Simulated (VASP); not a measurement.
A convergence study with VASP on IrO$_{2}$ (rutile): one setting is varied, all else stays as given below, so the limit is that of these other settings.

```
IrO2
1.0
    4.50000     0.00000     0.00000
    0.00000     4.50000     0.00000
    0.00000     0.00000     3.15000
Ir O
2 4
Direct
  0.00000   0.00000   0.00000
  0.50000   0.50000   0.50000
  0.30800   0.30800   0.00000
  0.80800   0.19200   0.50000
  0.19200   0.80800   0.50000
  0.69200   0.69200   0.00000
```

Level of theory: PBEsol GGA, VASP's PBE PAW potentials (set 64) (plane waves; VASP). The tightest run used: 700 eV cut-off, 11×11×15 Monkhorst-Pack mesh, first-order Methfessel-Paxton smearing of 0.10 eV, potentials Ir O.

```json
[
 {"setting": "1×1×1 mesh", "E (eV/atom)": "-7.8099", "pressure (GPa)": "-21.02", "irreducible k-points": "1"},
 {"setting": "1×1×2 mesh", "E (eV/atom)": "-7.5427", "pressure (GPa)": "-1.14", "irreducible k-points": "1"},
 {"setting": "2×2×3 mesh", "E (eV/atom)": "-7.6096", "pressure (GPa)": "-1.00", "irreducible k-points": "2"},
 {"setting": "3×3×4 mesh", "E (eV/atom)": "-7.5898", "pressure (GPa)": "-0.39", "irreducible k-points": "6"},
 {"setting": "4×4×5 mesh", "E (eV/atom)": "-7.5935", "pressure (GPa)": "-0.43", "irreducible k-points": "9"},
 {"setting": "4×4×6 mesh", "E (eV/atom)": "-7.5944", "pressure (GPa)": "-0.44", "irreducible k-points": "9"},
 {"setting": "5×5×7 mesh", "E (eV/atom)": "-7.5919", "pressure (GPa)": "-0.41", "irreducible k-points": "24"}
]
```

Question: These are the cheaper rows. Estimate the results at 11×11×15 mesh, and how far the last row shown lies from them.

Answer: 
```json
[
 {"quantity": "E (eV/atom)", "tightest run": "-7.5952", "last row shown is off by": "0.0032"},
 {"quantity": "pressure (GPa)", "tightest run": "-0.49", "last row shown is off by": "0.07"}
]
```

Left out are rungs that failed or repeat a setting and relaxations that didn't move; long series are thinned to 24 rows.

The compound is IrO2 in the rutile structure. The cell was not relaxed at this level.
